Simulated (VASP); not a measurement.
A convergence study with VASP on Lu (hcp): one setting is varied, all else stays as given below, so the limit is that of these other settings. Each run relaxes cell and ions from the cell shown.

```
CELL_PARAMETERS angstrom
      1.75000    -3.03109     0.00000
      1.75000     3.03109     0.00000
      0.00000     0.00000     5.55000
ATOMIC_POSITIONS crystal
  Lu 0.33333 0.66667 0.25000
  Lu 0.66667 0.33333 0.75000
```

The numbers are results of PBE GGA, VASP's PBE PAW potentials (set 64) (plane waves; VASP), not measurements. The tightest run used: 550 eV cut-off, 16×16×10 Γ-centred mesh, first-order Methfessel-Paxton smearing of 0.10 eV, potentials Lu_3.

```tsv
setting	relaxed volume (Å³/atom)	E (eV/atom)	irreducible k-points
2×2×1 mesh	22.570	-5.2321	2
3×3×2 mesh	29.193	-4.3845	6
4×4×2 mesh	29.977	-4.4392	8
5×5×3 mesh	29.532	-4.4307	10
6×6×4 mesh	29.381	-4.4689	21
7×7×4 mesh	29.321	-4.4598	24
8×8×5 mesh	29.491	-4.4472	30
```

**Question.** These are the cheaper rows. Estimate the results at 16×16×10 mesh, and how far the last row shown lies from them.

**Answer.** 
```tsv
quantity	tightest run	last row shown is off by
relaxed volume (Å³/atom)	29.388	0.103
E (eV/atom)	-4.4533	0.0061
```

Left out are rungs that failed or repeat a setting and relaxations that didn't move; long series are thinned to 24 rows.

The compound is Lu in the hcp structure.
